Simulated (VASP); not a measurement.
Data:

```
CeO2
1.0
    0.00000     2.64855     2.64855
    2.64855     0.00000     2.64855
    2.64855     2.64855     0.00000
Ce O
1 2
Direct
  0.00000   0.00000   0.00000
  0.25000   0.25000   0.25000
  0.75000   0.75000   0.75000
```

The numbers are results of PBE GGA, VASP's PBE PAW potentials (set 64) (plane waves; VASP 6.6.1), not measurements. Settings: 620 eV cut-off, 7×7×7 Γ-centred mesh, Gaussian smearing of 0.050 eV, potentials Ce O.

### Question
Predict the energy per atom (σ→0), pressure.

### Answer

The energy per atom (σ→0) comes out as -837.0 kJ/mol of atoms and the pressure is 19.78 GPa.

Total energies compare only between runs with the same potentials, cut-off and functional.

The compound is CeO2 in the fluorite structure. It was relaxed first under an external pressure of 20 GPa. The run is not spin-polarised, so no magnetic state was tried.
